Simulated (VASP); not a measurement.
All values below come from vdW-DF2, VASP's PBE PAW potentials (set 64) (plane waves; VASP).

A VASP calculation is set up with these files.

### INCAR
```
AGGAC = 0.0
ALGO = Normal
EDIFF = 1E-7
ENCUT = 520
GGA = ML
ISIF = 2
ISMEAR = -5
LASPH = .TRUE.
LCHARG = .TRUE.
LMAXMIX = 6
LORBIT = 11
LREAL = .FALSE.
LUSE_VDW = .TRUE.
LWAVE = .FALSE.
NEDOS = 601
NELM = 100
PREC = Accurate
SYSTEM = GdN
ZAB_VDW = -1.8867
```

### POSCAR
```
GdN
1.0
  0.0000000000   2.5363891301   2.5363891301
  2.5363891301   0.0000000000   2.5363891301
  2.5363891301   2.5363891301   0.0000000000
Gd N
1 1
Direct
  0.0000000000   0.0000000000   0.0000000000
  0.5000000000   0.5000000000   0.5000000000
```

**KPOINTS**
```
Automatic mesh
0
gamma
  10 10 10
0 0 0
```

POTCAR, in this order: Gd_3 N (PBE.64 set). Program: vasp_std.

Output of the run:

### OUTCAR
```
 ion  position               nearest neighbor table
   1  0.000  0.000  0.000-   2 2.54   2 2.54   2 2.54   2 2.54   2 2.54   2 2.54
   2  0.500  0.500  0.500-   1 2.54   1 2.54   1 2.54   1 2.54   1 2.54   1 2.54
  LATTYP: Found a face centered cubic cell.
 ALAT       =     5.0727782602
 Subroutine PRICEL returns:
 Original cell was already a primitive cell.
 Subroutine GETGRP returns: Found 48 space group operations
The static configuration has the point symmetry O_h .
The dynamic configuration has the point symmetry O_h .
 Subroutine INISYM returns: Found 48 space group operations
 Subroutine IBZKPT returns following result:
 Found     47 irreducible k-points:

 Following reciprocal coordinates:
            Coordinates               Weight
  0.000000  0.000000  0.000000      1.000000
  0.100000  0.000000  0.000000      8.000000
  0.200000  0.000000  0.000000      8.000000
  0.300000  0.000000  0.000000      8.000000
  0.400000  0.000000  0.000000      8.000000
  0.500000  0.000000  0.000000      4.000000
  0.100000  0.100000  0.000000      6.000000
  0.200000  0.100000  0.000000     24.000000
  0.300000  0.100000  0.000000     24.000000
...
```

### OSZICAR
```
       N       E                     dE             d eps       ncg     rms          rms(c)
DAV:   1     0.527802723737E+02    0.52780E+02   -0.68625E+03  1034   0.117E+03
DAV:   2    -0.116971040719E+02   -0.64477E+02   -0.61293E+02  1480   0.237E+02
DAV:   3    -0.150472263584E+02   -0.33501E+01   -0.33227E+01  1331   0.442E+01
DAV:   4    -0.150878227345E+02   -0.40596E-01   -0.40540E-01  1317   0.474E+00
DAV:   5    -0.150885236485E+02   -0.70091E-03   -0.70057E-03  1445   0.506E-01    0.225E+01
DAV:   6    -0.119652808648E+02    0.31232E+01   -0.31144E+01  1243   0.324E+01    0.230E+01
DAV:   7    -0.116331397094E+02    0.33214E+00   -0.26155E+00  1195   0.997E+00    0.163E+01
DAV:   8    -0.116609890939E+02   -0.27849E-01   -0.29134E-01  1118   0.567E+00    0.932E+00
DAV:   9    -0.116449313178E+02    0.16058E-01   -0.33183E-02  1250   0.186E+00    0.491E-01
DAV:  10    -0.116463109979E+02   -0.13797E-02   -0.56446E-03  1325   0.507E-01    0.899E-01
DAV:  11    -0.116463440562E+02   -0.33058E-04   -0.24772E-03  1212   0.367E-01    0.383E-02
DAV:  12    -0.116463432745E+02    0.78170E-06   -0.67373E-05  1375   0.747E-02    0.321E-02
DAV:  13    -0.116463635370E+02   -0.20262E-04   -0.55213E-05  1163   0.730E-02    0.720E-03
DAV:  14    -0.116463662537E+02   -0.27167E-05   -0.52129E-06  1246   0.233E-02    0.999E-03
DAV:  15    -0.116463662676E+02   -0.13939E-07   -0.28283E-06  1162   0.139E-02    0.156E-03
DAV:  16    -0.116463660302E+02    0.23738E-06   -0.95309E-08  1216   0.338E-03    0.810E-04
DAV:  17    -0.116463659709E+02    0.59365E-07   -0.36054E-08   862   0.196E-03
   1 F= -.11646366E+02 E0= -.11646366E+02  d E =0.000000E+00
```

### OUTCAR
```
------------------------ aborting loop because EDIFF is reached ----------------------------------------
  FORCE on cell =-STRESS in cart. coord.  units (eV):
  Direction    XX          YY          ZZ          XY          YZ          ZX
  --------------------------------------------------------------------------------------
  Total       -0.0010041     -0.0010041     -0.0010041      0.0000000      0.0000000      0.0000000
  in kB       -0.0492938     -0.0492938     -0.0492938      0.0000000      0.0000000      0.0000000
  external PRESSURE =      -0.0492938 kB  Pullay stress =       0.0000000 kB
  volume of cell :       32.63
      direct lattice vectors                 reciprocal lattice vectors
     0.000000000  2.536389130  2.536389130    -0.197130635  0.197130635  0.197130635
     2.536389130  0.000000000  2.536389130     0.197130635 -0.197130635  0.197130635
     2.536389130  2.536389130  0.000000000     0.197130635  0.197130635 -0.197130635
 POSITION                                       TOTAL-FORCE (eV/Angst)
 -----------------------------------------------------------------------------------
      0.00000      0.00000      0.00000        -0.000000     -0.000000     -0.000000
      2.53639      2.53639      2.53639         0.000000      0.000000      0.000000
 -----------------------------------------------------------------------------------
    total drift:                                0.000000      0.000000      0.000000
  FREE ENERGIE OF THE ION-ELECTRON SYSTEM (eV)
  ---------------------------------------------------
  free  energy   TOTEN  =       -11.6463659709 eV

  energy  without entropy=      -11.6463659709  energy(sigma->0) =      -11.64636597

 total charge

# of ion       s       p       d       tot
------------------------------------------
    1        0.229   6.522   1.163   7.914
    2        1.250   2.418   0.000   3.668
--------------------------------------------------
tot          1.479   8.941   1.163  11.582
```
(Selected blocks of OUTCAR.)

The 4f electrons are frozen in the core of the lanthanide potential, so 4f levels, which can set the real gap, and their magnetism are missing.

The compound is GdN in the rock salt structure. It was relaxed first, which changed the volume by +6 %.
